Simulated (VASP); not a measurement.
Computed with PBE GGA + U (Dudarev), VASP's PBE PAW potentials (set 64) (plane waves; VASP 6.6.1).

The input files of a VASP run:

File POSCAR:
```
CuZn
1
    2.9426450000     0.0000000000     0.0000000000
    0.0000000000     3.0217000000     0.0000000000
    0.0000000000     0.0000000000     2.8630930000
Zn Cu
1 1
Direct
  0.5000000000   0.5000000000   0.5000000000
  0.0282090000   0.0000000000   0.0000000000
```

KPOINTS:
```
K-points
0
gamma
 11 11 11
```

**INCAR**
```
SYSTEM = CuZn
PREC = Accurate
ENCUT = 400
EDIFF = 1E-6
NELM = 100
ALGO = Normal
LREAL = .FALSE.
LASPH = .TRUE.
ISMEAR = 1
SIGMA = 0.1
GGA = PE
LMAXMIX = 4
LWAVE = .FALSE.
LCHARG = .FALSE.
ISIF = 2
LDAU = .TRUE.
LDAUTYPE = 2
LDAUL = 2 2
LDAUU = 8.0 8.0
LDAUJ = 0 0
LDAUPRINT = 1
LORBIT = 10
```

POTCAR, in this order: Zn Cu (PBE.64 set). Program: vasp_std.

The run wrote:

### OSZICAR
```
       N       E                     dE             d eps       ncg     rms          rms(c)
DAV:   1     0.105898818467E+03    0.10590E+03   -0.10204E+04  6752   0.221E+03
DAV:   2     0.200768693682E+01   -0.10389E+03   -0.10166E+03  6529   0.305E+02
DAV:   3    -0.200304145343E+01   -0.40107E+01   -0.40060E+01  8013   0.807E+01
DAV:   4    -0.202668265358E+01   -0.23641E-01   -0.23640E-01  7425   0.563E+00
DAV:   5    -0.202693759081E+01   -0.25494E-03   -0.25494E-03  8395   0.590E-01    0.555E+00
DAV:   6    -0.183673111042E+01    0.19021E+00   -0.21881E+00  6508   0.378E+01    0.261E+00
DAV:   7    -0.177843577122E+01    0.58295E-01   -0.37981E-01  6613   0.185E+01    0.213E+00
DAV:   8    -0.177073719274E+01    0.76986E-02   -0.25873E-02  9618   0.342E+00    0.528E-01
DAV:   9    -0.177017837963E+01    0.55881E-03   -0.12187E-03  8741   0.719E-01    0.445E-02
DAV:  10    -0.177019710621E+01   -0.18727E-04   -0.16417E-04  9940   0.216E-01    0.329E-02
DAV:  11    -0.177019344488E+01    0.36613E-05   -0.11449E-05  8673   0.777E-02    0.345E-03
DAV:  12    -0.177019363245E+01   -0.18757E-06   -0.29480E-07  3478   0.139E-02
   1 F= -.17701936E+01 E0= -.17701104E+01  d E =-.249563E-03
```

OUTCAR:
```
------------------------ aborting loop because EDIFF is reached ----------------------------------------
  FORCE on cell =-STRESS in cart. coord.  units (eV):
  Direction    XX          YY          ZZ          XY          YZ          ZX
  --------------------------------------------------------------------------------------
  Total       -0.3549046     -0.6020632     -0.1967767      0.0000000      0.0000000      0.0000000
  in kB      -22.3355979    -37.8902945    -12.3839596      0.0000000      0.0000000      0.0000000
  external PRESSURE =     -24.2032840 kB  Pullay stress =       0.0000000 kB
  volume of cell :       25.46
      direct lattice vectors                 reciprocal lattice vectors
     2.942645000  0.000000000  0.000000000     0.339830323  0.000000000  0.000000000
     0.000000000  3.021700000  0.000000000     0.000000000  0.330939537  0.000000000
     0.000000000  0.000000000  2.863093000     0.000000000  0.000000000  0.349272622
 POSITION                                       TOTAL-FORCE (eV/Angst)
 -----------------------------------------------------------------------------------
      1.47132      1.51085      1.43155         0.293765      0.000000      0.000000
      0.08301      0.00000      0.00000        -0.293765      0.000000      0.000000
 -----------------------------------------------------------------------------------
    total drift:                                0.001580      0.000000      0.000023
  FREE ENERGIE OF THE ION-ELECTRON SYSTEM (eV)
  ---------------------------------------------------
  free  energy   TOTEN  =        -1.7701936324 eV

  energy  without entropy=       -1.7699440690  energy(sigma->0) =       -1.77011044

 total charge

# of ion       s       p       d       tot
------------------------------------------
    1        0.577   0.479   9.867  10.923
    2        0.410   0.345   9.426  10.182
--------------------------------------------------
tot          0.987   0.824  19.293  21.104
```
(Selected blocks of OUTCAR.)

The compound is CuZn in the CsCl type structure. The cell was not relaxed at this level, atoms are displaced from their ideal sites. The run is one of a series of settings (LDAU = .TRUE., LDAUJ = 0 0, LDAUL = 2 2, LDAUTYPE = 2, LDAUU = 8.0 8.0 against the base run), some of them coarse on purpose. The electron count is odd and the run is not spin-polarised, which forces a metal.
